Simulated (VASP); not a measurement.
Here is the system:

```xyz
5
Lattice="3.9174 0.0000 0.0000 0.0000 3.9174 0.0000 0.0000 0.0000 3.9174" Properties=species:S:1:pos:R:3 pbc="T T T"
Ba     0.0000     0.0000     0.0000
Ti     1.9587     1.9587     1.9587
O      1.9587     0.0000     1.9587
O      0.0000     1.9587     1.9587
O      1.9587     1.9587     0.0000
```

Calculation: PBEsol GGA, VASP's PBE PAW potentials (set 64) (plane waves; VASP). Numerical set-up: 620 eV cut-off, 6×6×6 Γ-centred mesh, Gaussian smearing of 0.050 eV, potentials Ba_sv Ti_sv O.

Energy and stress use the plane-wave basis of the starting cell.

The ions, cell shape and volume at an external pressure of 20.0 GPa are relaxed. Which structure does the run end with?

```xyz
5
Lattice="3.8650 0.0000 0.0000 0.0000 3.8650 0.0000 0.0000 0.0000 3.8650" Properties=species:S:1:pos:R:3 pbc="T T T"
Ba     0.0000     0.0000     0.0000
Ti     1.9325     1.9325     1.9325
O      1.9325     0.0000     1.9325
O      0.0000     1.9325     1.9325
O      1.9325     1.9325     0.0000
```
Space group Pm-3m (221), at a tolerance of 0.03 Å.

How do energy and volume change from the first to the last step?

The energy (σ→0) changes by +43.7 meV/atom and the volume by -4.0 %, in 3 ionic steps.

The compound is BaTiO3 in the cubic perovskite structure, the ideal cubic form; the compound distorts at low or room temperature. This run relaxes it under an external pressure of 20 GPa. Symmetry was kept, so distortions that lower it aren't found.
